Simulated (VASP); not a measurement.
Given:

```yaml
crystal:
  lattice:
    - [0.00000, 2.69901, 2.69901]
    - [2.69901, 0.00000, 2.69901]
    - [2.69901, 2.69901, 0.00000]
  atoms:
    - { symbol: Cd, position: [0.00000, 0.00000, 0.00000] }
    - { symbol: F, position: [0.25000, 0.25000, 0.25000] }
    - { symbol: F, position: [0.75000, 0.75000, 0.75000] }
```

Calculation: PBE GGA with D3 dispersion (Becke-Johnson damping), VASP's PBE PAW potentials (set 64) (plane waves; VASP). Run with 520 eV cut-off, 7×7×7 Γ-centred mesh, Gaussian smearing of 0.050 eV, potentials Cd F.

### Question
The job: CdF₂ (fluorite), 3 atoms, PBE-D3(BJ), static run, 520 eV, 7×7×7 Γ-centred mesh. Roughly how much core time does it take on a busy server core?

### Answer
About 30 core-seconds (one run on a shared machine, a rough figure). It had 20 irreducible k-points, 17 bands, up to 1067 plane waves and 15 electronic steps.

The compound is CdF2 in the fluorite structure. This cell is one point of a volume scan, at 0.97 of the reference volume.
